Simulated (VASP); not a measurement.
# RPA total energies of SnSe2, part 3 of 4

How do semilocal functionals compare with the RPA for SnSe2, and at what cost? The scan starts from a database cell scaled to its smallest volume. The cell is of the CdI2 type. Left out of this account: 1 further run (self-consistent run: 1). The start is a cell from a database of measured crystal structures.

VASP 6.6.1, plane waves and PAW; the level of theory is named at each step.

So far. Step 8 (Comparison: HSE06, volume ratio 0.92): Its energy is -4.7233 eV an atom, on a zero of its own. Step 9 (Orbitals, volume ratio 0.96): The run ends at a pressure of 4.32 GPa, with forces up to 0.82 eV/Å.

**10. Exact exchange, volume ratio 0.96**

This step: Hartree-Fock energy on LDA orbitals; plane waves and PAW (Sn_d_GW, Se_GW) (VASP 6.6.1).

Exact exchange at this point.

Input file INCAR:

```
SYSTEM = SnSe2
PREC = Accurate
ENCUT = 300
ISMEAR = 0
SIGMA = 0.05
LREAL = .FALSE.
GGA = CA
NBANDS = 19
ALGO = Eigenval
NELM = 1
LHFCALC = .TRUE.
AEXX = 1
ALDAC = 0
AGGAC = 0
PRECFOCK = Normal
LWAVE = .FALSE.
LCHARG = .FALSE.
```

Input file POSCAR:

```
SnSe2
1.0
    3.7594936861      0.0000000000      0.0000000000
   -1.8797468431      3.2558170375      0.0000000000
    0.0000000000      0.0000000000      6.0530709152
Sn Se
1 2
Direct
    0.0000000000      0.0000000000      0.0000000000
    0.6666666667      0.3333333333      0.7510000000
    0.3333333333      0.6666666667      0.2490000000
```

Input file KPOINTS:

```
Automatic mesh
0
Gamma
4 4 3
0 0 0
```

PAW data sets: Sn_d_GW and Se_GW (LDA family, release 64).

The run starts from files that an earlier step left in the folder.

The run is started by

```console
> mpirun -np 4 vasp_std
```

Output:

```text
[banner, memory and clock lines left out]
running    4 mpi-ranks, on    1 nodes
[...]
LDA part: xc-table for (Slater(with rela. corr.)+CA(PZ))
 , standard interpolation
 [... a notice as in an earlier step ...]

 found WAVECAR, reading the header
  number of bands has changed, file:    19 present:    20
  trying to continue reading WAVECAR, but it might fail
 POSCAR, INCAR and KPOINTS ok, starting setup
[...]
reading WAVECAR
 random initialization beyond band           19
 the WAVECAR file was read successfully
 initial charge from wavefunction
 entering main loop
       N       E                     dE             d eps       ncg     rms          rms(c)
EIG:   1    -0.240768E+02   -0.24077E+02    0.00000E+00     0   0.000E+00
   1 F= -.24076786E+02 E0= -.24076786E+02  d E =-.121100E-15
```

Elapsed: 24 s, on 4 MPI ranks of Intel Xeon 6975P-C (Granite Rapids), shared host; peak memory 0.47 GiB; 90 s of CPU time.

Parts of OUTCAR (step 10):

```text
 POSITION                                       TOTAL-FORCE (eV/Angst)
 -----------------------------------------------------------------------------------
      0.00000      0.00000      0.00000         0.000000      0.000000      0.000000
      1.87975      1.08527      4.54586         0.000000     -0.000000     -0.020860
     -0.00000      2.17054      1.50721        -0.000000      0.000000      0.020860
 -----------------------------------------------------------------------------------
    total drift:                                0.000000     -0.000000      0.000000

  FREE ENERGIE OF THE ION-ELECTRON SYSTEM (eV)
  ---------------------------------------------------
  free  energy   TOTEN  =       -24.0767861313 eV

  energy  without entropy=      -24.0767861313  energy(sigma->0) =      -24.07678613

[... 2 parts as in an earlier step ...]

[... 1 further part left out ...]
[key lines of the parts left out:]
E-fermi :   4.1128
```

The Hartree-Fock energy on these orbitals is -8.0256 eV an atom.

**11. Empty bands, volume ratio 0.96**

This step: LDA; plane waves and PAW (Sn_d_GW, Se_GW) (VASP 6.6.1).

The empty bands are made again, for the run that follows.

Input file INCAR:

```
SYSTEM = SnSe2
PREC = Accurate
ENCUT = 300
ISMEAR = 0
SIGMA = 0.05
LREAL = .FALSE.
GGA = CA
NBANDS = 884
ALGO = Exact
NELM = 1
LWAVE = .TRUE.
LCHARG = .FALSE.
LOPTICS = .TRUE.
NEDOS = 1000
CSHIFT = 0.1
```

POSCAR is that of step 10.

KPOINTS is that of step 10.

The run is started by

```console
> mpirun -np 4 vasp_std
```

Output:

```text
[banner, memory and clock lines left out]
running    4 mpi-ranks, on    1 nodes
[...]
LDA part: xc-table for (Slater(with rela. corr.)+CA(PZ))
 , standard interpolation
 found WAVECAR, reading the header
  number of bands has changed, file:    19 present:   884
  trying to continue reading WAVECAR, but it might fail
 POSCAR, INCAR and KPOINTS ok, starting setup
[...]
reading WAVECAR
 random initialization beyond band           19
 the WAVECAR file was read successfully
 initial charge from wavefunction
 entering main loop
       N       E                     dE             d eps       ncg     rms          rms(c)
DIA:   1    -0.135655E+02   -0.13565E+02    0.00000E+00     0   0.000E+00
   1 F= -.13565489E+02 E0= -.13565489E+02  d E =-.132596E-15
 writing wavefunctions
 optical routines
 imaginary and real dielectric function
 recalculating local potential from charge density
 direction            1
 direction            2
 direction            3
```

The job ended after 9.2 s (4 MPI ranks; peak memory 0.78 GiB; 33 s of CPU time).

From OUTCAR (step 11):

```text
  Total        1.9853788      1.9853788      2.0345869     -0.0000000     -0.0000000      0.0000000
  in kB       42.9327648     42.9327648     43.9968633     -0.0000000     -0.0000000      0.0000000
  external PRESSURE =      43.2874643 kB  Pullay stress =       0.0000000 kB

 POSITION                                       TOTAL-FORCE (eV/Angst)
 -----------------------------------------------------------------------------------
      0.00000      0.00000      0.00000        -0.000000      0.000000      0.000000
      1.87975      1.08527      4.54586         0.000000     -0.000000     -0.815220
     -0.00000      2.17054      1.50721        -0.000000      0.000000      0.815220
 -----------------------------------------------------------------------------------
    total drift:                                0.000000      0.000000      0.000000

  FREE ENERGIE OF THE ION-ELECTRON SYSTEM (eV)
  ---------------------------------------------------
  free  energy   TOTEN  =       -13.5654889443 eV

  energy  without entropy=      -13.5654889443  energy(sigma->0) =      -13.56548894

[... 1 part as in an earlier step ...]

[... 2 further parts left out ...]
[key lines of the parts left out:]
E-fermi :   4.1132
```

WAVECAR now holds 884 bands for 26 electrons.

**12. RPA correlation, volume ratio 0.96**

This step: RPA correlation on LDA orbitals; plane waves and PAW (Sn_d_GW, Se_GW) (VASP 6.6.1).

RPA correlation at this point.

Input file INCAR:

```
SYSTEM = SnSe2
PREC = Accurate
ENCUT = 300
ISMEAR = 0
SIGMA = 0.05
LREAL = .FALSE.
GGA = CA
NBANDS = 884
ALGO = ACFDT
ENCUTGW = 200
NOMEGA = 12
PRECFOCK = Fast
LWAVE = .FALSE.
LCHARG = .FALSE.
```

POSCAR is that of step 11.

KPOINTS is that of step 11.

The run is started by

```console
> mpirun -np 4 vasp_std
```

Output:

```text
[banner, memory and clock lines left out]
running    4 mpi-ranks, on    1 nodes
[...]
LDA part: xc-table for (Slater(with rela. corr.)+CA(PZ))
 , standard interpolation
 found WAVECAR, reading the header
 POSCAR, INCAR and KPOINTS ok, starting setup
[...]
reading WAVECAR
 the WAVECAR file was read successfully
 initial charge from wavefunction
 available memory per node:     95.94 GB, setting MAXMEM to     98245

 The Fermi energy was updated, please check that it is located mid-gap
 values below the HOMO (VB) or above the LUMO (CB) will cause erroneous energies
 E-fermi :   4.0621

 the WAVEDER file was read successfully
 set NWRITE>2 for more details about minimax calculation
 number of imaginary grid points requested:      12
 number of distinct grids requested:  1
 quadrature errors minimized for energies in [ 0.658E+00, 0.314E+03 ]
 bosonic grid (T=0, re) determined with error: 0.3207E-06
 bosonic grid (re): 0.3207E-06
       0.1637       0.5370       1.0656       1.9194       3.3976
[...]
NQ=   3    0.5000    0.0000    0.0000,
|.........|.........|.........|.........
 performed      19443000 updates of chi_q(r,r)
 total number of BLAS operations      34415.61 Gflops
NQ=   4    0.2500    0.2500    0.0000,
|.........|.........|.........|.........
 performed      25924000 updates of chi_q(r,r)
 total number of BLAS operations      46262.94 Gflops
NQ=   5    0.0000    0.0000    0.3333,
|.........|.........|.........|.........
 performed      32405000 updates of chi_q(r,r)
 total number of BLAS operations      58916.67 Gflops
NQ=   6    0.2500    0.0000    0.3333,
|.........|.........|.........|.........
 performed      38886000 updates of chi_q(r,r)
 total number of BLAS operations      70764.00 Gflops
NQ=   7    0.0000    0.2500    0.3333,
|.........|.........|.........|.........
 performed      45367000 updates of chi_q(r,r)
 total number of BLAS operations      82611.33 Gflops
NQ=   8    0.5000    0.0000    0.3333,
|.........|.........|.........|.........
 performed      51848000 updates of chi_q(r,r)
 total number of BLAS operations      94359.73 Gflops
NQ=   9    0.2500    0.2500    0.3333,
|.........|.........|.........|.........
 performed      58329000 updates of chi_q(r,r)
 total number of BLAS operations     106256.68 Gflops
 entering main loop
```

The job ended after 18 min (4 MPI ranks; peak memory 1.4 GiB; 67 min of CPU time).

From OUTCAR (step 12):

```text
      cutoff energy     smooth cutoff   RPA   correlation   Hartree contr. to MP2
---------------------------------------------------------------------------------
            200.000           160.000      -33.8609627938      -54.5062492192
            190.476           152.381      -33.6540227397      -54.2563276677
            181.406           145.125      -33.4284091294      -53.9811950890
            172.768           138.214      -33.1843992668      -53.6809589984
            164.541           131.632      -32.9232925149      -53.3567681428
            156.705           125.364      -32.6404395090      -53.0027853838
            149.243           119.394      -32.3402306339      -52.6243340238
            142.136           113.709      -32.0205788960      -52.2184833887
  linear regression

[... 2 parts as in an earlier step ...]

[... 2 further parts left out ...]
[key lines of the parts left out:]
E-fermi :   4.0621
```

The correlation energy is -12.206 eV an atom, +11 meV against the point before. With exact exchange the total is -20.2316 eV an atom.

**13. Comparison: r2SCAN, volume ratio 0.96**

This step: r2SCAN; plane waves and PAW (Sn_d_GW, Se_GW) (VASP 6.6.1).

The comparison at this point.

Input file INCAR:

```
SYSTEM = SnSe2
PREC = Accurate
ENCUT = 300
EDIFF = 1E-06
NELM = 100
ISMEAR = 0
SIGMA = 0.05
LREAL = .FALSE.
ALGO = Normal
METAGGA = R2SCAN
LASPH = .TRUE.
NBANDS = 19
LWAVE = .FALSE.
LCHARG = .FALSE.
KPAR = 4
```

POSCAR is that of step 12.

KPOINTS is that of step 12.

The run is started by

```console
> mpirun -np 4 vasp_std
```

Output:

```text
[banner, memory and clock lines left out]
running    4 mpi-ranks, on    1 nodes
[...]
[... a notice as in an earlier step ...]

 LDA part: xc-table for (None), standard interpolation
 POSCAR, INCAR and KPOINTS ok, starting setup
[...]
entering main loop
       N       E                     dE             d eps       ncg     rms          rms(c)
DAV:   1    -0.587792E+03   -0.58779E+03   -0.83472E+03   508   0.373E+03
DAV:   2    -0.719931E+03   -0.13214E+03   -0.12883E+03   564   0.661E+02
DAV:   3    -0.730303E+03   -0.10372E+02   -0.10320E+02   536   0.929E+01
DAV:   4    -0.730484E+03   -0.18126E+00   -0.18094E+00   524   0.110E+01
[...]
DAV:  11    -0.725799E+03   -0.41986E-05   -0.61988E-05   502   0.180E-01    0.155E-02
DAV:  12    -0.725799E+03   -0.10538E-05   -0.56475E-06   436   0.283E-02    0.322E-03
DAV:  13    -0.725799E+03    0.37996E-06   -0.35064E-07   254   0.272E-02
   1 F= -.72579899E+03 E0= -.72579899E+03  d E =-.231401E-20
```

Wall time 13 s (4 MPI ranks); peak memory 0.6 GiB; 49 s of CPU time.

From OUTCAR (step 13):

```text
  Total        3.2689808      3.2689808      3.3517119     -0.0000000      0.0000000     -0.0000000
  in kB       70.6899762     70.6899762     72.4789920     -0.0000000      0.0000000     -0.0000000
  external PRESSURE =      71.2863148 kB  Pullay stress =       0.0000000 kB

 POSITION                                       TOTAL-FORCE (eV/Angst)
 -----------------------------------------------------------------------------------
      0.00000      0.00000      0.00000         0.000000      0.000000     -0.000000
      1.87975      1.08527      4.54586        -0.000000      0.000000     -0.868424
     -0.00000      2.17054      1.50721         0.000000      0.000000      0.868424
 -----------------------------------------------------------------------------------
    total drift:                                0.000000      0.000000      0.000000

  FREE ENERGIE OF THE ION-ELECTRON SYSTEM (eV)
  ---------------------------------------------------
  free  energy   TOTEN  =      -725.7989905921 eV

  energy  without entropy=     -725.7989905921  energy(sigma->0) =     -725.79899059

[... 2 parts as in an earlier step ...]

[... 1 further part left out ...]
[key lines of the parts left out:]
E-fermi :   4.0185
```

Its energy is -241.9330 eV an atom, on a zero of its own.

**14. Orbitals for comparison: HSE06, volume ratio 0.96**

This step: LDA; plane waves and PAW (Sn_d_GW, Se_GW) (VASP 6.6.1).

Starting orbitals, as before.

Input file INCAR:

```
SYSTEM = SnSe2
PREC = Accurate
ENCUT = 300
EDIFF = 1E-05
NELM = 100
ISMEAR = 0
SIGMA = 0.05
LREAL = .FALSE.
ALGO = Normal
GGA = CA
NBANDS = 19
LORBIT = 11
LWAVE = .TRUE.
LCHARG = .FALSE.
KPAR = 4
```

POSCAR is that of step 13.

KPOINTS is that of step 13.

The run is started by

```console
> mpirun -np 4 vasp_std
```

Output:

```text
[... set-up lines as in an earlier step ...]
 entering main loop
       N       E                     dE             d eps       ncg     rms          rms(c)
[... 10 cycles as in an earlier step ...]
DAV:  11    -0.135655E+02   -0.95365E-08   -0.83070E-06   273   0.531E-02
   1 F= -.13565488E+02 E0= -.13565488E+02  d E =-.255971E-19
 writing wavefunctions
```

Wall time 2.6 s (4 MPI ranks); peak memory 0.53 GiB.

Parts of OUTCAR (step 14):

```text
  Total        1.9475281      1.9475281      1.9967154     -0.0000000      0.0000000      0.0000000
  in kB       42.1142637     42.1142637     43.1779129     -0.0000000      0.0000000      0.0000000
  external PRESSURE =      42.4688135 kB  Pullay stress =       0.0000000 kB

 POSITION                                       TOTAL-FORCE (eV/Angst)
 -----------------------------------------------------------------------------------
      0.00000      0.00000      0.00000        -0.000000      0.000000      0.000000
      1.87975      1.08527      4.54586         0.000000      0.000000     -0.812460
     -0.00000      2.17054      1.50721        -0.000000     -0.000000      0.812460
 -----------------------------------------------------------------------------------
    total drift:                                0.000000      0.000000      0.000000

  FREE ENERGIE OF THE ION-ELECTRON SYSTEM (eV)
  ---------------------------------------------------
  free  energy   TOTEN  =       -13.5654883398 eV

  energy  without entropy=      -13.5654883398  energy(sigma->0) =      -13.56548834

[... 2 parts as in an earlier step ...]

[... 1 further part left out ...]
[key lines of the parts left out:]
E-fermi :   4.0398
```

The run ends at a pressure of 4.25 GPa, with forces up to 0.81 eV/Å.

**15. Comparison: HSE06, volume ratio 0.96**

This step: HSE06; plane waves and PAW (Sn_d_GW, Se_GW) (VASP 6.6.1).

The comparison at this point.

Input file INCAR:

```
SYSTEM = SnSe2
PREC = Accurate
ENCUT = 300
EDIFF = 1E-06
NELM = 100
ISMEAR = 0
SIGMA = 0.05
LREAL = .FALSE.
ALGO = Normal
LHFCALC = .TRUE.
AEXX = 0.25
GGA = PE
HFSCREEN = 0.2
LASPH = .TRUE.
NBANDS = 19
PRECFOCK = Fast
LWAVE = .FALSE.
LCHARG = .FALSE.
KPAR = 4
```

POSCAR is that of step 14.

KPOINTS is that of step 14.

The run starts from files that an earlier step left in the folder.

The run is started by

```console
> mpirun -np 4 vasp_std
```

Output:

```text
[... set-up lines as in an earlier step ...]
 entering main loop
       N       E                     dE             d eps       ncg     rms          rms(c)
DAV:   1    -0.143324E+02   -0.14332E+02   -0.14338E+00   456   0.382E+01    0.982E-01
DAV:   2    -0.143444E+02   -0.12034E-01   -0.88142E-02   476   0.385E+00    0.882E-01
DAV:   3    -0.143394E+02    0.50169E-02   -0.10093E-02   540   0.254E+00    0.583E-01
DAV:   4    -0.143383E+02    0.10539E-02   -0.21613E-03   484   0.124E+00    0.360E-01
DAV:   5    -0.143381E+02    0.25735E-03   -0.36469E-04   484   0.601E-01    0.217E-01
DAV:   6    -0.143380E+02    0.83311E-04   -0.79637E-05   468   0.261E-01    0.128E-01
DAV:   7    -0.143380E+02    0.21671E-04   -0.28517E-05   476   0.961E-02    0.749E-02
DAV:   8    -0.143380E+02    0.43926E-05   -0.68553E-06   481   0.368E-02    0.446E-02
DAV:   9    -0.143380E+02    0.44981E-06   -0.14846E-06   333   0.195E-02
   1 F= -.14337958E+02 E0= -.14337958E+02  d E =-.500811E-13
```

Wall time 71 s (4 MPI ranks); peak memory 0.97 GiB; 4.7 min of CPU time.

From OUTCAR (step 15):

```text
 POSITION                                       TOTAL-FORCE (eV/Angst)
 -----------------------------------------------------------------------------------
      0.00000      0.00000      0.00000         0.000000     -0.000000      0.000000
      1.87975      1.08527      4.54586         0.000000     -0.000000     -0.674367
     -0.00000      2.17054      1.50721        -0.000000      0.000000      0.674367
 -----------------------------------------------------------------------------------
    total drift:                               -0.000007      0.000003     -0.000008

  FREE ENERGIE OF THE ION-ELECTRON SYSTEM (eV)
  ---------------------------------------------------
  free  energy   TOTEN  =       -14.3379577874 eV

  energy  without entropy=      -14.3379577874  energy(sigma->0) =      -14.33795779

[... 2 parts as in an earlier step ...]

[... 1 further part left out ...]
[key lines of the parts left out:]
E-fermi :   3.6394
```

Its energy is -4.7793 eV an atom, on a zero of its own.

**16. Orbitals, volume ratio 0.99**

This step: LDA; plane waves and PAW (Sn_d_GW, Se_GW) (VASP 6.6.1).

The same chain follows at a volume ratio of 0.99.

Input file INCAR:

```
SYSTEM = SnSe2
PREC = Accurate
ENCUT = 300
EDIFF = 1E-08
NELM = 100
ISMEAR = 0
SIGMA = 0.05
LREAL = .FALSE.
ALGO = Normal
GGA = CA
NBANDS = 19
LORBIT = 11
LWAVE = .TRUE.
LCHARG = .FALSE.
KPAR = 4
```

Input file POSCAR:

```
SnSe2
1.0
    3.7982540854      0.0000000000      0.0000000000
   -1.8991270427      3.2893845280      0.0000000000
    0.0000000000      0.0000000000      6.1154781076
Sn Se
1 2
Direct
    0.0000000000      0.0000000000      0.0000000000
    0.6666666667      0.3333333333      0.7510000000
    0.3333333333      0.6666666667      0.2490000000
```

KPOINTS is that of step 15.

The run is started by

```console
> mpirun -np 4 vasp_std
```

Output:

```text
[... set-up lines as in an earlier step ...]
 entering main loop
       N       E                     dE             d eps       ncg     rms          rms(c)
DAV:   1     0.147841E+03    0.14784E+03   -0.81424E+03   454   0.373E+03
DAV:   2    -0.220750E+00   -0.14806E+03   -0.14351E+03   564   0.636E+02
DAV:   3    -0.136514E+02   -0.13431E+02   -0.13348E+02   542   0.108E+02
DAV:   4    -0.139506E+02   -0.29925E+00   -0.29870E+00   542   0.136E+01
[...]
DAV:  12    -0.136148E+02   -0.16595E-06   -0.12953E-06   456   0.179E-02    0.144E-03
DAV:  13    -0.136148E+02    0.82782E-08   -0.14463E-07   548   0.547E-03    0.619E-04
DAV:  14    -0.136148E+02   -0.75397E-09   -0.94921E-09   300   0.855E-04
   1 F= -.13614838E+02 E0= -.13614838E+02  d E =-.108658E-11
 writing wavefunctions
```

Wall time 2.4 s (4 MPI ranks); peak memory 0.53 GiB; 6.7 s of CPU time.

From OUTCAR (step 16):

```text
  Total        0.7833517      0.7833517      0.9356312      0.0000000     -0.0000000      0.0000000
  in kB       16.4262455     16.4262455     19.6194215      0.0000000     -0.0000000      0.0000000
  external PRESSURE =      17.4906375 kB  Pullay stress =       0.0000000 kB

 POSITION                                       TOTAL-FORCE (eV/Angst)
 -----------------------------------------------------------------------------------
      0.00000      0.00000      0.00000        -0.000000      0.000000      0.000000
      1.89913      1.09646      4.59272         0.000000     -0.000000     -0.496799
     -0.00000      2.19292      1.52275        -0.000000      0.000000      0.496799
 -----------------------------------------------------------------------------------
    total drift:                                0.000000      0.000000      0.000000

  FREE ENERGIE OF THE ION-ELECTRON SYSTEM (eV)
  ---------------------------------------------------
  free  energy   TOTEN  =       -13.6148382733 eV

  energy  without entropy=      -13.6148382733  energy(sigma->0) =      -13.61483827

[... 1 part as in an earlier step ...]

[... 2 further parts left out ...]
[key lines of the parts left out:]
E-fermi :   3.6260
```

The run ends at a pressure of 1.75 GPa, with forces up to 0.50 eV/Å.

[end of part 3 of 4]

[Long decimals in the printed logs are rounded to 6 places.]

[Lines on the potential files, build, host, timing and source positions are cut from VASP's logs without a mark.]

[Logs are printed without paths, hosts, clocks, repeated set-up lines and the standing remarks that a program may print on its own settings, such as how far it seeks lower states.]

[Hosts, paths, dates, database ids (printed as entryN), source tags and the programs' standing remarks are cut or masked in the printed files.]

[Measured values are set beside computed ones only where the two were judged alike; some that the calculation misses by far are left out.]

[Pressures printed for these runs are not shown converged in the cutoff: they can be off by several GPa and have the wrong sign.]
